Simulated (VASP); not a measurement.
Level of theory: LDA (Ceperley-Alder, Perdew-Zunger), VASP's LDA PAW potentials (set 64) (plane waves; VASP 6.6.1).

Input for VASP

**INCAR**
```
! general
SYSTEM  = Ta
PREC    = Accurate
ENCUT   = 530
LREAL   = F
LASPH   = T

! electronic loop
EDIFF   = 1E-7
NELM    = 100
ALGO    = Normal
LMAXMIX = 6

! smearing
ISMEAR  = 1
SIGMA   = 0.1

! ions
IBRION  = 6
NSW     = 1
ISIF    = 3
POTIM   = 0.015
NFREE   = 2

! output
LWAVE   = F
LCHARG  = F
```

POSCAR:
```
Ta
1
   -1.6299259663     1.6299259663     1.6299259663
    1.6299259663    -1.6299259663     1.6299259663
    1.6299259663     1.6299259663    -1.6299259663
Ta
1
Direct
  0.0000000000   0.0000000000   0.0000000000
```

File KPOINTS:
```
Automatic mesh
0
Gamma
14 14 14
0 0 0
```

POTCAR, in this order: Ta_pv (LDA.64 set). Program: vasp_std.

The run wrote:

OSZICAR:
```
...
DAV:  11    -0.128277064345E+02   -0.12495E-07   -0.60022E-11  2249   0.963E-05
   6 F= -.12827706E+02 E0= -.12827800E+02  d E =0.281603E-03
       N       E                     dE             d eps       ncg     rms          rms(c)
DAV:   1    -0.129109000217E+02   -0.83194E-01   -0.30215E+00  4432   0.226E+01    0.232E+00
DAV:   2    -0.128456831127E+02    0.65217E-01   -0.84843E-02  4560   0.375E+00    0.900E-01
DAV:   3    -0.128274290462E+02    0.18254E-01   -0.53773E-02  4982   0.277E+00    0.363E-01
DAV:   4    -0.128275591037E+02   -0.13006E-03   -0.11702E-03  5126   0.375E-01    0.772E-02
DAV:   5    -0.128275239937E+02    0.35110E-04   -0.26038E-04  4985   0.199E-01    0.520E-02
DAV:   6    -0.128275218889E+02    0.21048E-05   -0.13349E-05  4715   0.430E-02    0.203E-03
DAV:   7    -0.128275218576E+02    0.31279E-07   -0.22331E-07  5074   0.570E-03
   7 F= -.12827522E+02 E0= -.12827542E+02  d E =0.609441E-04
       N       E                     dE             d eps       ncg     rms          rms(c)
DAV:   1    -0.128619272165E+02   -0.34405E-01   -0.14053E+00 13502   0.141E+01    0.127E+00
DAV:   2    -0.128371671093E+02    0.24760E-01   -0.33962E-02 14508   0.225E+00    0.515E-01
DAV:   3    -0.128304633480E+02    0.67038E-02   -0.20405E-02 15471   0.157E+00    0.204E-01
DAV:   4    -0.128304940484E+02   -0.30700E-04   -0.34089E-04 15296   0.211E-01    0.848E-02
DAV:   5    -0.128304960481E+02   -0.19996E-05   -0.37322E-05 17690   0.602E-02    0.293E-02
DAV:   6    -0.128304967273E+02   -0.67924E-06   -0.17108E-06 14087   0.132E-02    0.359E-03
DAV:   7    -0.128304967254E+02    0.19159E-08   -0.38949E-08  7819   0.228E-03
   8 F= -.12830497E+02 E0= -.12830546E+02  d E =0.147772E-03
       N       E                     dE             d eps       ncg     rms          rms(c)
DAV:   1    -0.128721931937E+02   -0.41696E-01   -0.10106E+00 14001   0.938E+00    0.104E+00
DAV:   2    -0.128387595428E+02    0.33434E-01   -0.37956E-02 15076   0.183E+00    0.483E-01
DAV:   3    -0.128304705684E+02    0.82890E-02   -0.24174E-02 17792   0.125E+00    0.174E-01
DAV:   4    -0.128305057057E+02   -0.35137E-04   -0.47997E-04 14014   0.260E-01    0.142E-01
DAV:   5    -0.128304969126E+02    0.87931E-05   -0.78280E-06 18903   0.326E-02    0.137E-02
DAV:   6    -0.128304967326E+02    0.18007E-06   -0.28239E-07 12159   0.578E-03    0.610E-03
DAV:   7    -0.128304967243E+02    0.83012E-08   -0.33564E-08  7075   0.318E-03
   9 F= -.12830497E+02 E0= -.12830546E+02  d E =0.147791E-03
       N       E                     dE             d eps       ncg     rms          rms(c)
DAV:   1    -0.128259366064E+02    0.45601E-02   -0.88062E-01 14235   0.891E+00    0.616E-01
DAV:   2    -0.128208335031E+02    0.51031E-02   -0.16386E-02 15422   0.127E+00    0.324E-01
DAV:   3    -0.128260795523E+02   -0.52460E-02   -0.12837E-02 17568   0.910E-01    0.102E-01
DAV:   4    -0.128295959054E+02   -0.35164E-02   -0.10551E-03 16548   0.295E-01    0.208E-02
DAV:   5    -0.128304387778E+02   -0.84287E-03   -0.52833E-05 18249   0.632E-02    0.109E-02
DAV:   6    -0.128304882296E+02   -0.49452E-04   -0.86543E-07 14330   0.112E-02    0.987E-04
DAV:   7    -0.128304947018E+02   -0.64722E-05   -0.17241E-08  7765   0.140E-03    0.372E-04
DAV:   8    -0.128304962596E+02   -0.15578E-05   -0.21704E-09  6964   0.523E-04    0.579E-05
DAV:   9    -0.128304966217E+02   -0.36209E-06   -0.25637E-10  6926   0.182E-04    0.255E-05
DAV:  10    -0.128304967082E+02   -0.86488E-07   -0.57831E-11  6909   0.794E-05
  10 F= -.12830497E+02 E0= -.12830546E+02  d E =0.147784E-03
       N       E                     dE             d eps       ncg     rms          rms(c)
DAV:   1    -0.128721632394E+02   -0.41667E-01   -0.10600E+00 13918   0.969E+00    0.104E+00
DAV:   2    -0.128387650219E+02    0.33398E-01   -0.38068E-02 15105   0.184E+00    0.483E-01
DAV:   3    -0.128304714120E+02    0.82936E-02   -0.24092E-02 18012   0.125E+00    0.173E-01
DAV:   4    -0.128305059032E+02   -0.34491E-04   -0.47435E-04 14035   0.258E-01    0.141E-01
DAV:   5    -0.128304968987E+02    0.90045E-05   -0.83028E-06 18921   0.334E-02    0.137E-02
DAV:   6    -0.128304967341E+02    0.16460E-06   -0.22475E-07 10279   0.544E-03    0.571E-03
DAV:   7    -0.128304967232E+02    0.10874E-07   -0.41694E-08  7079   0.325E-03
  11 F= -.12830497E+02 E0= -.12830546E+02  d E =0.147777E-03
       N       E                     dE             d eps       ncg     rms          rms(c)
DAV:   1    -0.128781807766E+02   -0.47684E-01   -0.80875E-01 14157   0.846E+00    0.647E-01
DAV:   2    -0.128541562050E+02    0.24025E-01   -0.16970E-02 15166   0.128E+00    0.333E-01
DAV:   3    -0.128364675178E+02    0.17689E-01   -0.13239E-02 16831   0.909E-01    0.128E-01
DAV:   4    -0.128326895268E+02    0.37780E-02   -0.82026E-04 16066   0.274E-01    0.609E-02
DAV:   5    -0.128305439287E+02    0.21456E-02   -0.17993E-04 18869   0.107E-01    0.135E-02
DAV:   6    -0.128305051186E+02    0.38810E-04   -0.33987E-06 14075   0.219E-02    0.208E-03
DAV:   7    -0.128304987506E+02    0.63680E-05   -0.17989E-08  8524   0.135E-03    0.290E-04
DAV:   8    -0.128304970585E+02    0.16921E-05   -0.16172E-09  6945   0.483E-04    0.551E-05
DAV:   9    -0.128304968351E+02    0.22342E-06   -0.26107E-10  6916   0.164E-04    0.294E-05
DAV:  10    -0.128304967412E+02    0.93939E-07   -0.57821E-11  6893   0.655E-05
  12 F= -.12830497E+02 E0= -.12830546E+02  d E =0.147784E-03
       N       E                     dE             d eps       ncg     rms          rms(c)
DAV:   1    -0.128722013438E+02   -0.41705E-01   -0.10749E+00 14015   0.976E+00    0.104E+00
DAV:   2    -0.128387563371E+02    0.33445E-01   -0.37901E-02 15157   0.182E+00    0.483E-01
DAV:   3    -0.128304718893E+02    0.82844E-02   -0.24141E-02 17833   0.125E+00    0.176E-01
DAV:   4    -0.128305058585E+02   -0.33969E-04   -0.46613E-04 14103   0.257E-01    0.142E-01
DAV:   5    -0.128304969097E+02    0.89488E-05   -0.77011E-06 18936   0.325E-02    0.147E-02
DAV:   6    -0.128304967327E+02    0.17693E-06   -0.23935E-07 11130   0.554E-03    0.531E-03
DAV:   7    -0.128304967240E+02    0.86943E-08   -0.32856E-08  7089   0.309E-03
  13 F= -.12830497E+02 E0= -.12830546E+02  d E =0.147788E-03
       N       E                     dE             d eps       ncg     rms          rms(c)
DAV:   1    -0.128560144875E+02   -0.25518E-01   -0.13971E+00  1881   0.129E+01    0.355E-01
DAV:   2    -0.128478357821E+02    0.81787E-02   -0.51530E-02  2000   0.281E+00    0.224E-01
DAV:   3    -0.128316935228E+02    0.16142E-01   -0.13501E-02  2492   0.981E-01    0.239E-02
DAV:   4    -0.128315865641E+02    0.10696E-03   -0.30843E-04  1996   0.220E-01    0.119E-02
DAV:   5    -0.128314594036E+02    0.12716E-03   -0.25842E-06  2430   0.146E-02    0.618E-04
DAV:   6    -0.128314546843E+02    0.47193E-05   -0.34724E-08  1331   0.166E-03    0.241E-04
DAV:   7    -0.128314530070E+02    0.16773E-05   -0.18015E-09  1012   0.460E-04    0.847E-05
DAV:   8    -0.128314530190E+02   -0.12025E-07   -0.19848E-10   973   0.166E-04
  14 F= -.12831453E+02 E0= -.12831498E+02  d E =0.136131E-03
       N       E                     dE             d eps       ncg     rms          rms(c)
DAV:   1    -0.128174099700E+02    0.14043E-01   -0.36982E+00  1920   0.218E+01    0.138E-01
DAV:   2    -0.128318192254E+02   -0.14409E-01   -0.15417E-01  1899   0.490E+00    0.844E-02
DAV:   3    -0.128314522892E+02    0.36694E-03   -0.12656E-03  2185   0.409E-01    0.134E-02
DAV:   4    -0.128314517181E+02    0.57110E-06   -0.96370E-05  2045   0.112E-01    0.485E-03
DAV:   5    -0.128314526398E+02   -0.92167E-06   -0.21631E-06  2105   0.176E-02    0.116E-03
DAV:   6    -0.128314528603E+02   -0.22055E-06   -0.69802E-08  1466   0.325E-03    0.359E-04
DAV:   7    -0.128314529300E+02   -0.69680E-07   -0.86430E-09   986   0.119E-03
  15 F= -.12831453E+02 E0= -.12831498E+02  d E =0.136131E-03
```

OUTCAR:
```
------------------------ aborting loop because EDIFF is reached ----------------------------------------
  FORCE on cell =-STRESS in cart. coord.  units (eV):
  Direction    XX          YY          ZZ          XY          YZ          ZX
  --------------------------------------------------------------------------------------
  Total        0.0010546      0.0010546      0.0010546     -0.0000000      0.0000000     -0.0000000
  in kB        0.0975510      0.0975510      0.0975510     -0.0000000      0.0000000     -0.0000000
  external PRESSURE =       0.0975510 kB  Pullay stress =       0.0000000 kB
  volume of cell :       17.32
      direct lattice vectors                 reciprocal lattice vectors
    -1.629925966  1.629925966  1.629925966     0.000000000  0.306762399  0.306762399
     1.629925966 -1.629925966  1.629925966     0.306762399  0.000000000  0.306762399
     1.629925966  1.629925966 -1.629925966     0.306762399  0.306762399  0.000000000
 POSITION                                       TOTAL-FORCE (eV/Angst)
 -----------------------------------------------------------------------------------
     -0.01500      0.00000      0.00000        -0.000000     -0.000000     -0.000000
 -----------------------------------------------------------------------------------
    total drift:                                0.000001      0.000000      0.000000
  FREE ENERGIE OF THE ION-ELECTRON SYSTEM (eV)
  ---------------------------------------------------
  free  energy   TOTEN  =       -12.8314529300 eV

  energy  without entropy=      -12.8315890613  energy(sigma->0) =      -12.83149831

   1 f  =    0.000000 THz     0.000000 2PiTHz    0.000000 cm-1     0.000000 meV
             X         Y         Z           dx          dy          dz
      0.000000  0.000000  0.000000     1.000000    0.000000    0.000000

   2 f  =    0.000000 THz     0.000000 2PiTHz    0.000000 cm-1     0.000000 meV
             X         Y         Z           dx          dy          dz
      0.000000  0.000000  0.000000     0.000000    1.000000    0.000000

   3 f  =    0.000000 THz     0.000000 2PiTHz    0.000000 cm-1     0.000000 meV
             X         Y         Z           dx          dy          dz
      0.000000  0.000000  0.000000     0.000000    0.000000    1.000000

 ELASTIC MODULI CONTR FROM IONIC RELAXATION (kBar)
 Direction    XX          YY          ZZ          XY          YZ          ZX
 --------------------------------------------------------------------------------
 XX           0.0000      0.0000      0.0000      0.0000      0.0000      0.0000
 YY           0.0000      0.0000      0.0000      0.0000      0.0000      0.0000
 ZZ           0.0000      0.0000      0.0000      0.0000      0.0000      0.0000
 XY           0.0000      0.0000      0.0000      0.0000      0.0000      0.0000
 YZ           0.0000      0.0000      0.0000      0.0000      0.0000      0.0000
 ZX           0.0000      0.0000      0.0000      0.0000      0.0000      0.0000
 --------------------------------------------------------------------------------

 TOTAL ELASTIC MODULI (kBar)
 Direction    XX          YY          ZZ          XY          YZ          ZX
 --------------------------------------------------------------------------------
 XX        3174.6567   1729.6142   1729.6142     -0.0000     -0.0000     -0.0000
 YY        1729.6142   3174.6567   1729.6142      0.0000      0.0000      0.0000
 ZZ        1729.6142   1729.6142   3174.6567     -0.0000      0.0000     -0.0000
 XY          -0.0000      0.0000     -0.0000    807.5338      0.0000      0.0000
 YZ          -0.0000      0.0000      0.0000      0.0000    807.5338      0.0000
 ZX          -0.0000      0.0000     -0.0000      0.0000      0.0000    807.5338
 --------------------------------------------------------------------------------
```
(Selected blocks of OUTCAR.)

Finite-difference elastic constants of metals are sensitive to mesh and smearing; shear constants can be off by tens of GPa.

The compound is Ta in the bcc structure. It was relaxed first.
